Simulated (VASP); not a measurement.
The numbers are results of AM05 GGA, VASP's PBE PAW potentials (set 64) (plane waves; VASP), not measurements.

The input files of a VASP run:

**KPOINTS**
```
Automatic mesh
0
Gamma
13 13 13
0 0 0
```

File POSCAR:
```
Li
1
   -1.7450000000     1.7450000000     1.7450000000
    1.7450000000    -1.7450000000     1.7450000000
    1.7450000000     1.7450000000    -1.7450000000
Li
1
Direct
  0.0000000000   0.0000000000   0.0000000000
```

### INCAR
```
IBRION  =  2   ! conjugate gradients
LREAL  =  F
PREC  =  Accurate
ISIF  =  3
ALGO  =  Normal   ! blocked Davidson
NSW  =  60   ! most ionic steps
SIGMA  =  0.1
NELM  =  100   ! most electronic steps
LASPH  =  T
ISMEAR  =  1
LWAVE  =  F
ENCUT  =  520   ! plane-wave cut-off (eV)
SYSTEM  =  Li
LCHARG  =  F
GGA  =  AM
EDIFFG  =  -0.01
EDIFF  =  1E-6
```

POTCAR, in this order: Li_sv (PBE.64 set). Program: vasp_std.

Q: What will the output report for the number of irreducible k-points (NKPTS), largest plane-wave count, number of space-group operations, FFT grid (NGX, NGY, NGZ)?

A: 
```json
{
  "number of irreducible k-points (NKPTS)": "84",
  "largest_plane_wave_count": "603",
  "number_of_space_group_operations": "48",
  "FFT grid (NGX, NGY, NGZ)": "24 × 24 × 24"
}
```

The compound is Li in the bcc structure. This run relaxes it. Symmetry was kept, so distortions that lower it aren't found.
